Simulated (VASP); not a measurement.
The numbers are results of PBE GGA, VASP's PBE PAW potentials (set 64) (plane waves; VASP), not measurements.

Input for VASP

### POSCAR
```
LiF
2.05530
  0.0000000000   1.0000000000   1.0000000000
  1.0000000000   0.0000000000   1.0000000000
  1.0000000000   1.0000000000   0.0000000000
Li F
1 1
direct
  0.0000000000   0.0000000000   0.0000000000
  0.5000000000   0.5000000000   0.5000000000
```

**KPOINTS**
```
Automatic mesh
0
Gamma
10 10 10
0 0 0
```

INCAR:
```
SYSTEM = LiF
PREC = Accurate
ENCUT = 520
EDIFF = 1E-6
NELM = 100
ALGO = Normal
LREAL = .FALSE.
LASPH = .TRUE.
ISMEAR = 0
SIGMA = 0.2
GGA = PE
LWAVE = .FALSE.
LCHARG = .FALSE.
ISIF = 2
```

POTCAR, in this order: Li_sv F (PBE.64 set). Program: vasp_std.

Q: Predict the energy per atom (σ→0), pressure, band gap (on the k-mesh).

A: 
- energy per atom (σ→0) = -4.819 eV/atom
- band gap (on the k-mesh) = 8.57 eV
- pressure = -2.43 GPa

**OSZICAR**
```
...
DAV:   6    -0.962621028815E+01    0.52570E+00   -0.29394E+00   873   0.131E+01    0.145E+00
DAV:   7    -0.963026489538E+01   -0.40546E-02   -0.18177E-02  1081   0.154E+00    0.869E-01
DAV:   8    -0.963742461503E+01   -0.71597E-02   -0.17623E-02  1172   0.173E+00    0.105E-01
DAV:   9    -0.963752487028E+01   -0.10026E-03   -0.87497E-04   922   0.322E-01    0.436E-02
DAV:  10    -0.963759886577E+01   -0.73995E-04   -0.17826E-04   989   0.124E-01    0.573E-03
DAV:  11    -0.963760196826E+01   -0.31025E-05   -0.20612E-06  1136   0.184E-02    0.219E-03
DAV:  12    -0.963760176146E+01    0.20680E-06   -0.54740E-07   880   0.871E-03
   1 F= -.96376018E+01 E0= -.96376018E+01  d E =-.383379E-12
```

The compound is LiF in the rock salt structure. The cell was not relaxed at this level. The run is one of a series of settings (SIGMA = 0.2 against the base run), some of them coarse on purpose.
